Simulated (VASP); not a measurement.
Data:

```xyz
2
Lattice="0.0000 2.8247 2.8247 2.8247 0.0000 2.8247 2.8247 2.8247 0.0000" Properties=species:S:1:pos:R:3 pbc="T T T"
Mg     0.0000     0.0000     0.0000
S      4.2370     4.2370     4.2370
```

All values below come from PBEsol GGA, VASP's PBE PAW potentials (set 64) (plane waves; VASP). Settings: 400 eV cut-off, 8×8×8 Γ-centred mesh, Gaussian smearing of 0.010 eV, potentials Mg S.

Question: Give the electronic dielectric tensor ε∞ (DFPT, local fields included).

Answer: 
```
4.13  0.00  0.00
0.00  4.13  0.00
0.00  0.00  4.13
```

Question: Give the Born effective charges.

Answer: 
```tsv
atom	Z*xx	Z*yy	Z*zz	mean
Mg1	1.89	1.89	1.89	1.89
S2	-1.89	-1.89	-1.89	-1.89
```

Question: And the static tensor with the ions free?

Answer: 
```
6.66  0.00  0.00
0.00  6.66  0.00
0.00  0.00  6.66
```

Question: Which frequencies do the optical Γ-point modes have (no LO-TO splitting)?

Answer: 334 (×3) cm⁻¹.

The piezoelectric tensor e of the same run, ions relaxed (C/m²):

|  | xx | yy | zz | yz | xz | xy |
|---|---|---|---|---|---|---|
| x | 0.00 | 0.00 | 0.00 | -0.33 | 0.00 | 0.00 |
| y | 0.00 | 0.00 | 0.00 | 0.00 | -0.33 | 0.00 |
| z | 0.00 | 0.00 | 0.00 | 0.00 | 0.00 | -0.33 |

The structure comes from a computed database's MgS entry (F-43m); how it stands against other phases isn't given here. It was relaxed first.
